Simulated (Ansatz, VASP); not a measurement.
# Two plane-wave programs on BaC2

Contents of INCAR:

```
PREC = Accurate
ENCUT = 520
EDIFF = 1E-6
ISMEAR = 0
SIGMA = 0.1
LREAL = False
LASPH = True
NELM = 100
ALGO = Normal
ISIF = 2
LWAVE = False
LCHARG = False
NBANDS = 16
```

Contents of KPOINTS:

```
regular mesh
0
Gamma
  6 6 6
```

The input POSCAR:

```
BaC2
1.0
    2.6188173636      1.5119749099      2.4859528344
   -2.6188173636      1.5119749099      2.4859528344
    0.0000000000     -3.0239498197      2.4859528344
Ba C
1 2
Direct
    0.0000000000      0.0000000000      0.0000000000
    0.5849370000      0.5849370000      0.5849370000
    0.4150630000      0.4150630000      0.4150630000
```

Input for Ansatz:

```yaml
crystal:
  lattice:
    - [2.6188173636, 1.5119749099, 2.4859528344]
    - [-2.6188173636, 1.5119749099, 2.4859528344]
    - [0.0, -3.0239498197, 2.4859528344]
  atoms:
    - { symbol: Ba, position: [0.0, 0.0, 0.0] }
    - { symbol: C, position: [0.584937, 0.584937, 0.584937] }
    - { symbol: C, position: [0.415063, 0.415063, 0.415063] }
basis:
  ecutwfc: 420
kpoints:
  mp_grid: { grid: [6, 6, 6] }
hamiltonian:
  xc: lda
scf:
  occupations: { method: gaussian, width: 0.1 }
output:
  forces: true
  stress: true
  eigenvalues: true
```

The cell comes from a database or a generator and needn't be the stable form of this composition.

Alike in both runs: task single point; functional LDA; k mesh 6 × 6 × 6; occupations gaussian, width 0.1 eV; no spin polarisation.

|  | VASP | Ansatz |
| --- | --- | --- |
| version | VASP 6.6.1 | Ansatz 0.2.0 |
| potentials or method | VASP PAW LDA potentials, release 64 (Ba_sv, C) | scalar-relativistic, plane waves, PAW |
| plane-wave cutoff (eV) | 520 | 420 |
| valence electrons in the cell | 18 | 18 |

VASP gave:

```
gap on the k mesh at the Fermi level (eV)       : 1.21
least direct gap on the mesh (eV)               : 2.12
pressure (GPa)                                  : -4.5
largest component of the traceless stress (GPa) : 0.83
rms of the force components (eV/Å)              : 0.185
```

Q: What did Ansatz give for the same quantities?

A: gap on the k mesh at the Fermi level (eV): 1.31; least direct gap on the mesh (eV): 2.19; pressure (GPa): -5.5; largest component of the traceless stress (GPa): 0.95; rms of the force components (eV/Å): 0.205.

Atom by atom the forces differ by 0.021 eV/Å (rms over components).

Caveats: spin-orbit coupling is left out, which moves the levels of the heavy elements. A k mesh can miss the band edges.
